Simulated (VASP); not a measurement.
Level of theory: vdW-DF-cx, VASP's PBE PAW potentials (set 64) (plane waves; VASP).

The input files of a VASP run:

File KPOINTS:
```
K-points
0
gamma
  7 7 7
```

### POSCAR
```
MnS
1
    5.0509558559     2.5154584905     2.5154584905
    2.5154584905     5.0509558559     2.5154584905
    2.5154584905     2.5154584905     5.0509558559
Mn S
2 2
Direct
  0.0000000000   0.0000000000   0.0000000000
  0.5000000000   0.5000000000   0.5000000000
  0.2500000000   0.2500000000   0.2500000000
  0.7500000000   0.7500000000   0.7500000000
```

**INCAR**
```
AGGAC = 0.0
ALGO = Normal
EDIFF = 1E-7
EDIFFG = -0.01
ENCUT = 520
GGA = CX
IBRION = 2
ISIF = 4
ISMEAR = 0
ISPIN = 2
LASPH = T
LCHARG = F
LMAXMIX = 4
LORBIT = 10
LREAL = F
LUSE_VDW = T
LWAVE = F
MAGMOM = 4.1 -4.1 0.0 0.0
NELM = 100
NSW = 30
PREC = Accurate
SIGMA = 0.05
SYSTEM = MnS
```

POTCAR, in this order: Mn_pv S (PBE.64 set). Program: vasp_std.

### Question
What does the run give for the energy per atom (σ→0), cell moment?

### Answer

```yaml
energy per atom (σ→0): -4.892 eV/atom
cell_moment: 0.00 μB
```

OSZICAR:
```
...
DAV:   1    -0.195669179919E+02   -0.49471E-03   -0.19267E-02  4118   0.117E+00    0.158E-01
DAV:   2    -0.195666591511E+02    0.25884E-03   -0.49142E-04  4572   0.226E-01    0.909E-02
DAV:   3    -0.195665783657E+02    0.80785E-04   -0.95020E-05  5621   0.104E-01    0.487E-02
DAV:   4    -0.195665673693E+02    0.10996E-04   -0.26871E-05  5324   0.412E-02    0.129E-02
DAV:   5    -0.195665673781E+02   -0.87775E-08   -0.11905E-06  4099   0.107E-02    0.809E-03
DAV:   6    -0.195665675903E+02   -0.21218E-06   -0.12019E-07  3185   0.317E-03    0.301E-03
DAV:   7    -0.195665676235E+02   -0.33260E-07   -0.38747E-08  2437   0.188E-03
   2 F= -.19566568E+02 E0= -.19566568E+02  d E =-.144363E-03  mag=     0.0000
```

The compound is MnS in the rock salt, AFM-II order structure. This run relaxes it. Symmetry was kept, so distortions that lower it aren't found.
